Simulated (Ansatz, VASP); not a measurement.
## ZrB2: VASP beside Ansatz

Aim: how closely do two programs agree when they are given the same cell, functional and k mesh?

Program: Ansatz 0.2.0. Level of theory: plane waves, with VASP 6.6.1 beside it; relaxation of cell and atoms at r2SCAN. Results are calculated unless marked as measured.

## Step 1: The structure

The structure is hexagonal, space group P6/mmm (No. 191). Conventional cell: a = 3.170 Å, b = 3.170 Å, c = 3.533 Å, α = 90.00°, β = 90.00°, γ = 120.00°. Nearest to Zr lie 12 B at 2.54 Å. B has 3 B at 1.83 Å and 6 Zr at 2.54 Å nearest. Farther neighbours are not listed.

## Step 2: VASP: relaxation of cell and atoms, r2SCAN

The relaxed volume is the usual yardstick between codes: its relative difference is about their pressure difference at one cell divided by the bulk modulus.

Lines of VASP's logs that name or quote its potential files are left out, and so is its time.

File INCAR:

```
SYSTEM = ZrB2
PREC = Accurate
ENCUT = 520
EDIFF = 1E-06
NELM = 100
ISMEAR = -1
SIGMA = 0.05
LREAL = .FALSE.
ALGO = Normal
METAGGA = R2SCAN
LASPH = .TRUE.
NBANDS = 15
LORBIT = 11
LWAVE = .FALSE.
LCHARG = .FALSE.
KPAR = 4
IBRION = 2
NSW = 60
ISIF = 3
EDIFFG = -0.01
```

File POSCAR:

```
ZrB2
1.0
    3.1700000000      0.0000000000      0.0000000000
   -1.5850000000      2.7453005300      0.0000000000
    0.0000000000      0.0000000000      3.5330000000
Zr B
1 2
Direct
    0.0000000000      0.0000000000      0.0000000000
    0.3333333333      0.6666666667      0.5000000000
    0.6666666667      0.3333333333      0.5000000000
```

File KPOINTS:

```
Automatic mesh
0
Gamma
10 10 8
0 0 0
```

PAW data sets: Zr_sv and B (PBE family, release 64).

The run is started by

```
$ mpirun -np 4 vasp_std
```

Numbers of over 12 decimals in the logs are rounded to 6 here.

Output:

```text
[banner, memory and clock lines left out]
running    4 mpi-ranks, on    1 nodes
 distrk:  each k-point on    1 cores,    4 groups
 distr:  one band on    1 cores,    1 groups

 POSCAR found type information on POSCAR ZrB
 POSCAR found :  2 types and       3 ions
|                                                                             |
|               ----> ADVICE to this user running VASP <----                  |
|                                                                             |
|     You enforced a specific xc type in the INCAR file but a different       |
|     [... a line on the potential file left out ...]
|     I HOPE YOU KNOW WHAT YOU ARE DOING!                                     |
|                                                                             |

 LDA part: xc-table for (None), standard interpolation
 POSCAR, INCAR and KPOINTS ok, starting setup
 FFT: planning ... GRIDC
 FFT: planning ... GRID_SOFT
 FFT: planning ... GRID
 WAVECAR not read
 entering main loop
       N       E                     dE             d eps       ncg     rms          rms(c)
DAV:   1     0.868713272643E+02    0.86871E+02   -0.99403E+03  2100   0.123E+03
DAV:   2    -0.442882642287E+02   -0.13116E+03   -0.12679E+03  2618   0.315E+02
DAV:   3    -0.493787921167E+02   -0.50905E+01   -0.50503E+01  3524   0.512E+01
DAV:   4    -0.494413520588E+02   -0.62560E-01   -0.62548E-01  2345   0.572E+00
DAV:   5    -0.494426708417E+02   -0.13188E-02   -0.13187E-02  3284   0.569E-01    0.235E+01
DAV:   6    -0.406831144686E+02    0.87596E+01   -0.66637E+00  2895   0.213E+01    0.741E+00
DAV:   7    -0.406132139948E+02    0.69900E-01   -0.74364E-01  2627   0.669E+00    0.185E+00
DAV:   8    -0.406275348718E+02   -0.14321E-01   -0.48077E-02  2657   0.185E+00    0.109E+00
DAV:   9    -0.406331866926E+02   -0.56518E-02   -0.78052E-03  2981   0.896E-01    0.968E-02
DAV:  10    -0.406335323692E+02   -0.34568E-03   -0.42885E-04  2667   0.184E-01    0.527E-02
DAV:  11    -0.406335783397E+02   -0.45970E-04   -0.63268E-05  2563   0.791E-02    0.120E-02
DAV:  12    -0.406335784208E+02   -0.81103E-07   -0.14208E-06  2192   0.113E-02
   1 F= -.40633578E+02 E0= -.40632169E+02  d E =-.406336E+02
[...]
2 F= -.40634718E+02 E0= -.40633382E+02  d E =-.113932E-02
[...]
3 F= -.40634945E+02 E0= -.40633592E+02  d E =-.136610E-02
[...]
4 F= -.40635045E+02 E0= -.40633722E+02  d E =-.100473E-03
 trial-energy change:   -0.000100  1 .order   -0.000101   -0.000522    0.000321
 step:   0.5832(harm=  0.5832)  dis= 0.00000  next Energy=   -40.635106 (dE=-0.162E-03)
 bond charge predicted
       N       E                     dE             d eps       ncg     rms          rms(c)
DAV:   1    -0.406352463407E+02   -0.20161E-03   -0.79325E-03  2289   0.870E-01    0.123E-01
DAV:   2    -0.406351290716E+02    0.11727E-03   -0.42861E-04  2569   0.206E-01    0.403E-02
DAV:   3    -0.406351055786E+02    0.23493E-04   -0.11208E-04  3341   0.871E-02    0.238E-02
DAV:   4    -0.406351065833E+02   -0.10048E-05   -0.59114E-06  2584   0.213E-02    0.764E-03
DAV:   5    -0.406351069894E+02   -0.40608E-06   -0.44986E-06  3231   0.154E-02
   5 F= -.40635107E+02 E0= -.40633774E+02  d E =-.162467E-03
 curvature:  -0.33 expect dE=-0.278E-08 dE for cont linesearch -0.210E-08
 trial: gam=-0.00248 g(F)=  0.772E-50 g(S)=  0.834E-08 ort = 0.200E-05 (trialstep = 0.870E+00)
 search vector abs. value=  0.242E-08
 reached required accuracy - stopping structural energy minimisation
```

Parts of OUTCAR (step 2):

```text
ion  position               nearest neighbor table
   1  0.000  0.000  0.000-   2 2.54   3 2.54   2 2.54   3 2.54   3 2.54   3 2.54   2 2.54   2 2.54
                             3 2.54   3 2.54   2 2.54   2 2.54
   2  0.333  0.667  0.500-   3 1.83   3 1.83   3 1.83   1 2.54   1 2.54   1 2.54   1 2.54   1 2.54
                             1 2.54
   3  0.667  0.333  0.500-   2 1.83   2 1.83   2 1.83   1 2.54   1 2.54   1 2.54   1 2.54   1 2.54
                             1 2.54

  LATTYP: Found a hexagonal cell.
 ALAT       =     3.1700000000
 C/A-ratio  =     1.1145110410

 Subroutine GETGRP returns: Found 24 space group operations
 (whereof 24 operations were pure point group operations)

The static configuration has the point symmetry D_6h.

 Found     70 irreducible k-points:

   k-points           NKPTS =     70   k-points in BZ     NKDIM =     70   number of bands    NBANDS=     15

   dimension x,y,z NGX =    24 NGY =   24 NGZ =   28
   dimension x,y,z NGXF=    48 NGYF=   48 NGZF=   56

   ENCUT  =  520.0 eV  38.22 Ry    6.18 a.u.   5.89  5.89  6.57*2*pi/ulx,y,z

   NELECT =      18.0000    total number of electrons

 k-points in reciprocal lattice and weights: Automatic mesh
   0.00000000  0.00000000  0.00000000       0.001
   0.10000000 -0.00000000  0.00000000       0.007
   0.20000000 -0.00000000  0.00000000       0.007
   0.30000000  0.00000000  0.00000000       0.007
   0.40000000  0.00000000  0.00000000       0.007
   0.50000000  0.00000000  0.00000000       0.004
   0.10000000  0.10000000  0.00000000       0.007
   0.20000000  0.10000000  0.00000000       0.015
   0.30000000  0.10000000  0.00000000       0.015
[...]
0.40000000  0.20000000  0.50000000       0.007
   0.30000000  0.30000000  0.50000000       0.007

 average (electrostatic) potential at core
       1 -78.0996       2 -23.1755       3 -23.1755

 E-fermi :  10.5257

 k-point     1 :       0.0000    0.0000    0.0000
  band No.  band energies     occupation
    ...
      5      -3.0277      2.00000
      6       7.8745      2.00000
      7       7.8745      2.00000
      8       7.9070      2.00000
      9       7.9277      2.00000
     10      14.1981      0.00000
     11      14.1981      0.00000
     12      14.9488      0.00000
     13      14.9488      0.00000
     14      15.6079      0.00000
    ...

 k-point     2 :       0.1000   -0.0000    0.0000
  band No.  band energies     occupation
    ...
      5      -2.8165      2.00000
      6       7.2385      2.00000
      7       7.7221      2.00000
      8       7.8648      2.00000
      9       8.1075      2.00000
     10      13.8780      0.00000
     11      14.0658      0.00000
     12      14.3167      0.00000
     13      14.4916      0.00000
     14      16.5079      0.00000
    ...

 k-point     3 :       0.2000   -0.0000    0.0000
  band No.  band energies     occupation
    ...
      5      -2.2156      2.00000
      6       5.8496      2.00000
      7       7.2708      2.00000
      8       7.7813      2.00000
      9       8.4802      2.00000
     10      12.8717      0.00000
     11      13.7442      0.00000
     12      14.0793      0.00000
     13      14.6856      0.00000
     14      17.0986      0.00000
    ...

  Total       -0.0003157     -0.0003157      0.0005652      0.0000000      0.0000000     -0.0000000
  in kB       -0.0163820     -0.0163820      0.0293338      0.0000000      0.0000000     -0.0000000
  external PRESSURE =      -0.0011434 kB  Pullay stress =       0.0000000 kB

  energy-cutoff  :      520.00
  volume of cell :       30.87
      direct lattice vectors                 reciprocal lattice vectors
     3.166467308  0.000000000  0.000000000     0.315809356  0.182332616  0.000000000
    -1.583233654  2.742241129  0.000000000     0.000000000  0.364665233 -0.000000000
    -0.000000000  0.000000000  3.555266631     0.000000000 -0.000000000  0.281272856

 POSITION                                       TOTAL-FORCE (eV/Angst)
 -----------------------------------------------------------------------------------
     -1.58323      2.74224      0.00000         0.000000     -0.000000      0.000000
     -0.00000      1.82816      1.77763        -0.000000      0.000000      0.000000
      1.58323      0.91408      1.77763         0.000000     -0.000000      0.000000
 -----------------------------------------------------------------------------------
    total drift:                               -0.000000      0.000000     -0.000000

  FREE ENERGIE OF THE ION-ELECTRON SYSTEM (eV)
  ---------------------------------------------------
  free  energy   TOTEN  =       -40.6351069894 eV

  energy  without entropy=      -40.6324402536  energy(sigma->0) =      -40.63377362

 reached required accuracy - stopping structural energy minimisation

 total charge
# of ion       s       p       d       tot
------------------------------------------
    1        2.164   6.033   1.725   9.922
    2        0.679   1.240   0.000   1.919
    3        0.679   1.240   0.000   1.919
--------------------------------------------------
tot          3.522   8.513   1.725  13.760

[... 3 further parts left out ...]
```

CONTCAR:

```
ZrB2
   1.00000000000000
     3.1664673076722960    0.0000000000000000    0.0000000000000000
    -1.5832336538361480    2.7422411287004431    0.0000000000000000
    -0.0000000000000000    0.0000000000000000    3.5552666311597472
  Zr              B
     1     2
Direct
     0.0000000000000000    1.0000000000000000    0.0000000000000000
     0.3333333332999970    0.6666666667000030    0.5000000000000000
     0.6666666667000030    0.3333333332999970    0.5000000000000000
```

The run keeps the 24 symmetry operations of its start, so it cannot find a distortion of lower symmetry.

## Step 3: Ansatz: relaxation of cell and atoms, r2SCAN

Ansatz runs on its default PAW (the set named soft_2) files.

The same cell, functional, mesh and smearing now go to Ansatz, which takes its cutoff from its data sets.

File input.yaml:

```yaml
crystal:
  lattice:
    - [3.17, 0.0, 0.0]
    - [-1.585, 2.74530053, 0.0]
    - [0.0, 0.0, 3.533]
  atoms:
    - { symbol: Zr, position: [0.0, 0.0, 0.0] }
    - { symbol: B, position: [0.3333333333, 0.6666666667, 0.5] }
    - { symbol: B, position: [0.6666666667, 0.3333333333, 0.5] }
hamiltonian:
  xc: r2scan
  pseudopotentials: { kind: paw }
kpoints:
  mp_grid: { grid: [10, 10, 8] }
scf:
  occupations: { method: fermi_dirac, width: 0.05 }
relax:
  f_tol: 0.01
  max_steps: 60
  cell: { stress_tol: 0.05 }
output:
  forces: true
  stress: true
```

The run is started by

```
$ ansatz run input.yaml --threads 4 --pin off --max-ram 9216MiB --backend cpu --events-out ev --progress --plain --runs-dir out
```

Output:

```text
Engine: ansatz 0.2.0, aarch64-unknown-linux-gnu
Pseudopotentials: kind: paw
Pseudopotential: Zr, paw, valence charge 12, recommended cutoff 500 eV (meta_gga), Zr.paw.azcp
Pseudopotential: B, paw, valence charge 3, recommended cutoff 500 eV (meta_gga), B.paw.azcp
Functional definition: r2SCAN
  parameter k0 = 0.174
  parameter k1 = 0.065
  parameter a1 = 4.9479
  exchange = r2scan_x(k0 = k0, k1 = k1, a1 = a1)
  correlation = r2scan_c
Crystal: 3 atoms, lattice volume = 30.746 Å³
Basis set: ecut = 500 eV, 787 PW (Γ), exchange–correlation on 96×96×108 points (64 copies of the dense FFT grid, shifted against one another)
Bands: 13, of which v1, the nominal top of the filled ones, is band 9 counted from 1 (8 counted from 0)
Symmetry: 24 space group operations
Space group: P6/mmm (ITA 191), of the structure as read, at distance tolerance 3.1e-5 Å
k-points: 70 of 800
Non-local potential: Zr, projectors of the file, l = 0: 3, l = 1: 2, l = 2: 2, l = 3: 2
Non-local potential: B, projectors of the file, l = 0: 2, l = 1: 2, l = 2: 1
PAW form: soft (Blöchl's): semilocal exchange-correlation on the pseudo side does not see the compensation charge
PAW frozen core: Zr, regenerated for the run's functional (the file was generated under x = pbe(κ = 0.804, μ = 0.219515), c = pbe(β = 0.066725))
PAW frozen core: B, regenerated for the run's functional (the file was generated under x = pbe(κ = 0.804, μ = 0.219515), c = pbe(β = 0.066725))
PAW one-centre angular grid: Zr, 590 points (default); XC on 160 Gauss nodes
PAW one-centre angular grid: B, 302 points (default); XC on 160 Gauss nodes
Initial density: superposition of atomic densities (neutral atoms: chi_scale 0, normalization atom), corrected by the library's trained network
Initial wavefunctions: pseudopotential atomic-orbital guess
Functional: x = r2scan, c = r2scan; τ floored in thin density (d = 2e-4 eV/Å³)
SCF iter   1: F=—  HF=-4511.252929 eV  |F-HF|=—  |Δ(HF+E_count)|=         —  Δρ=6.27e-3  dr2=7.05e-3  dr2_τ=2.39e-1  ethr=1.77e-3  ⟨swp⟩=5.8  Hψ=5030  notcnv=0
preconditioner: auto → none  [insulator: Δε(μ)=0.195 eV  Ē_g=9.446 eV  σ=0.050 eV  W_gap=0.62  n_scr=8 (ndim 8)  ℏωp=21.2 eV  f_vac=0.000  D(μ)=0.33/eV (n_scr^D=0)  ε∞_Penn≈6.0]
SCF iter   2: F=—  HF=-4511.328747 eV  |F-HF|=—  |Δ(HF+E_count)|=   7.58e-2  Δρ=3.67e-3  dr2=1.55e-3  dr2_τ=2.28e-4  ethr=3.91e-5  ⟨swp⟩=2.0  Hψ=2380  notcnv=0
SCF iter   3: F=—  HF=-4511.329741 eV  |F-HF|=—  |Δ(HF+E_count)|=   9.95e-4  Δρ=7.64e-4  dr2=1.59e-4  dr2_τ=2.34e-5  ethr=8.61e-6  ⟨swp⟩=2.3  Hψ=1361  notcnv=0
SCF iter   4: F=—  HF=-4511.329784 eV  |F-HF|=—  |Δ(HF+E_count)|=   4.30e-5  Δρ=2.84e-4  dr2=5.63e-5  dr2_τ=4.69e-6  ethr=8.83e-7  ⟨swp⟩=2.0  Hψ=1450  notcnv=0
SCF iter   5: F=—  HF=-4511.329768 eV  |F-HF|=—  |Δ(HF+E_count)|=   1.61e-5  Δρ=6.57e-5  dr2=1.38e-6  dr2_τ=4.15e-8  ethr=3.13e-7  ⟨swp⟩=2.3  Hψ=1231  notcnv=0
SCF iter   6: F=-4511.329769 eV  HF=-4511.329769 eV  |F-HF|=5.20e-8  |Δ(HF+E_count)|=   7.68e-7  Δρ=1.12e-5  dr2=2.18e-8  dr2_τ=3.54e-9  ethr=5.56e-10  ⟨swp⟩=3.4  Hψ=3903  notcnv=0
SCF 1 converged in 6 iterations: F = -4511.329769 eV  dr2 = 2.18e-8
  greatest PAW one-centre occupation: 0.990 electrons in one spin orbital (limit 2), on the Zr atom at site 0 (counted from 0), in its partial waves of l = 1
relax step   1: F+E_penalty+E_count = -4511.32976908 eV  Δ(F+E_penalty+E_count) = +0.000e0 eV  max|allowed force component| = 6.785e-17 eV/Å  Δτ_max = 0.0000 Å  P = +0.798 GPa  Ω = 30.746 Å³  (6 SCF iters, dr2 threshold 1.00e-7 eV, accepted)
[...]
relax step   2: F+E_penalty+E_count = -4511.32986881 eV  Δ(F+E_penalty+E_count) = -9.972e-5 eV  max|allowed force component| = 2.529e-16 eV/Å  Δτ_max = 0.0000 Å  P = -1.019 GPa  Ω = 31.004 Å³  energy of the carried Pulay correction = -1.574e-4 eV  (5 SCF iters, dr2 threshold 3.00e-7 eV, accepted)
[...]
relax step   3: F+E_penalty+E_count = -4511.33113537 eV  Δ(F+E_penalty+E_count) = -1.267e-3 eV  max|allowed force component| = 1.234e-16 eV/Å  Δτ_max = 0.0000 Å  P = -0.078 GPa  Ω = 30.870 Å³  energy of the carried Pulay correction = -7.636e-5 eV  (4 SCF iters, dr2 threshold 3.00e-7 eV, accepted)
[...]
relax step   4: F+E_penalty+E_count = -4511.33114172 eV  Δ(F+E_penalty+E_count) = -6.351e-6 eV  max|allowed force component| = 1.480e-16 eV/Å  Δτ_max = 0.0000 Å  P = -0.021 GPa  Ω = 30.863 Å³  energy of the carried Pulay correction = -7.215e-5 eV  (3 SCF iters, dr2 threshold 1.77e-8 eV, accepted)
[...]
relax step   5: F+E_penalty+E_count = -4511.33120989 eV  Δ(F+E_penalty+E_count) = -6.817e-5 eV  max|allowed force component| = 8.635e-17 eV/Å  Δτ_max = 0.0000 Å  P = -0.019 GPa  Ω = 30.863 Å³  stress off target by 2.83e-2 GPa  SCF on the basis re-selected at this cell (its energy is not comparable with the rows above)  (4 SCF iters)
basis re-selected at this cell: Δ(F+E_penalty+E_count) = -6.817e-5 eV, ΔP = +0.001 GPa vs the last step (what re-selecting the basis moved, of the pressure what is left beyond the Pulay correction that the steps carried, after the strain that the cell walked since its last selection, with what the two solves' SCF thresholds leave and, on support functions, any second-order correction that the steps lacked; it is no m [...]
SCF converged after 4 iterations
Free energy (F): -4511.331210 eV
Harris-Foulkes:  -4511.331210 eV  (|F-HF|=5.46e-12)
Internal energy: -4511.328541 eV  (E = F + TS)
E sigma→0 (E₀):  -4511.329875 eV
Entropy (-TS):   -0.002669 eV (-0.890 meV/atom)
Fermi energy:    15.775994 eV
--- Per-component energies (eV) ---
  E_band       = -38.189336
  E_kinetic    = 433.833198
  E_local      = -555.866399  (includes V_loc(G=0)·N_el)
  E_nonlocal   = 99.638475
  E_hartree    = 175.546116
  E_xc         = -221.109782
  E_vxc        = -297.131049  (∫ρ·V_xc dr)
  E_paw        = -3130.716625  (= ΣΔE_a)
  E_vpaw       = -86.050792  (= ΣTr[D̂ρ^β])
  E_aug_tail   = 0.000006  (compensation charges beyond the density's cutoff)
  E_vtau       = 16.295044  (kinetic-family band-sum trace: ∫τ·v_τ [+ j·A + Jᵃ·Aᵃ] dr)
  E_ewald      = -1312.451904
  E_core_change = -0.201626  (= ΣΔE_core)
  E_smearing   = -0.002669  (= −TS)
  E_closure    = 0.000000  (closes the sum)
  Σ components = -4511.331210   (vs F -4511.331210, Δ=0.00e0)
--- Forces (eV/Å), atoms counted from 1 ---
  atom   1  Zr     0.00000000    -0.00000000     0.00000000
  atom   2  B     -0.00000000    -0.00000000     0.00000000
  atom   3  B      0.00000000     0.00000000     0.00000000
  max |Σ_I F_I| component: 3.70e-17 eV/Å
--- Stress (GPa, compression-positive) ---
       -0.028283       0.000000       0.000000
       -0.000000      -0.028283       0.000000
        0.000000       0.000000      -0.001841
  P = ⅓ Tr σ = -0.0195 GPa (-0.195 kbar)
--- Relaxed structure (4 steps of the walk, 4 accepted, 1 SCFs on fresh bases) ---
  F+E_penalty+E_count = -4511.33120989 eV   max|allowed force component| = 8.635e-17 eV/Å   (the final SCF, on the basis selected at the relaxed cell)
  cell:  # Å, volume = 30.8629 Å³
    - [3.166302, 0.0, 0.0]
    - [-1.583151, 2.742098, 0.0]
    - [0.0, 0.0, 3.554684]
  atoms:
    - { symbol: Zr, position: [0, 0, 0.0] }
    - { symbol: B, position: [0.333333, 0.666667, 0.500000] }
    - { symbol: B, position: [0.666667, 0.333333, 0.500000] }
```

It took 5.6 s on 4 threads of Arm Neoverse V1, shared host; peak memory 0.43 GiB.

## Step 4: Side by side

Known differences besides the potentials themselves: VASP keeps PBE cores, Ansatz makes them for the functional; both relaxations stop at a tolerance, which leaves soft axes loose, and VASP keeps its plane-wave basis; the cutoff is 500 eV in Ansatz and 520 eV in VASP; Ansatz adds a Pulay correction to the stress that steers its cell, VASP none. Total energies have different zeros and are not compared.

The two programs side by side:

```
                                         quantity  Ansatz   VASP  difference
                                      volume (Å³)   30.86  30.87     -0.03 %
edge a after relaxation, in the typed setting (Å)   3.166  3.167     -0.01 %
edge c after relaxation, in the typed setting (Å)   3.555  3.555     -0.02 %
```

The walks stopped with -0.02 GPa left in Ansatz and 0.00 GPa in VASP; each walk ends within a tolerance, so the volume difference is uncertain by about these residues over the bulk modulus, most in soft cells.

## Step 5: Results

| Item | Value |
| --- | --- |
| difference in volume (relaxation of cell and atoms, r2SCAN) | -0.027 % |

The difference in volume is -0.027 % (relaxation of cell and atoms, r2SCAN), within the 1.2 % picked in this series as the mark of a large difference, as far as the stopping tolerances let one tell. Such differences can come from data sets, numerical settings and the points named under the comparisons, not from the functional's error against experiment.

[Lines on the potential files, build, host, timing and source positions are cut from VASP's logs without a mark.]

[Logs are printed without paths, hosts, clocks, repeated set-up lines and the standing remarks that a program may print on its own settings, such as how far it seeks lower states.]

[Hosts, paths, dates, database ids (printed as entryN), source tags and the programs' standing remarks are cut or masked in the printed files.]
